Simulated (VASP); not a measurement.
CeZn2Ni, 4 atoms in the cell. The structure is tetragonal, space group P4/mmm (No. 123). The conventional cell has a = 3.864 Å, b = 3.864 Å, c = 4.919 Å, α = 90.00°, β = 90.00°, γ = 90.00°. Ce (site symmetry 4/mmm) has 4 Ni at 2.73 Å and 8 Zn at 3.13 Å as nearest neighbours. Zn (site symmetry mmm) is surrounded by 4 Zn at 2.73 Å and 4 Ce at 3.13 Å and 4 Ni at 3.13 Å. Ni (site symmetry 4/mmm) is surrounded by 4 Ce at 2.73 Å and 8 Zn at 3.13 Å. The cell comes from a database or a generator and needn't be the stable form of this composition.

```yaml
Program: VASP 6.6.1
Task: band structure
Functional: revPBE
Potentials_or_basis: VASP PAW PBE potentials, release 64 (Ce, Zn, Ni)
Cutoff: 520 eV
k_mesh: 5 × 5 × 5
Occupations: fermi-dirac, width 0.05 eV
Spin: collinear spin, ferromagnetic start
Starting_moments: "[1.0, 0.0, 0.0, 1.0] μB"
Further_INCAR_settings: ALGO = Normal; EDIFF = 1e-06
```

Potentials or basis: VASP PAW PBE potentials, release 64 (Ce, Zn, Ni).

Command:

```console
$ cat potpaw_PBE.64/Ce/POTCAR potpaw_PBE.64/Zn/POTCAR potpaw_PBE.64/Ni/POTCAR > POTCAR
$ cp INCAR.step1 INCAR
$ cp KPOINTS.step1 KPOINTS
$ mpirun -np 1 vasp_std > vasp.out
$ cp INCAR.step2 INCAR
$ cp KPOINTS.step2 KPOINTS
$ mpirun -np 1 vasp_std > vasp.out
```

Hardware: 1 thread of Intel(R) Xeon(R) Platinum 8488C (Sapphire Rapids), on a shared host.

Q: Estimate the wall time of this run.

A: Wall time 9.7 min on 1 thread of Intel(R) Xeon(R) Platinum 8488C (Sapphire Rapids), with other jobs on the host, peak memory 0.58 GiB. Counts: scf iterations 10, k points 135.
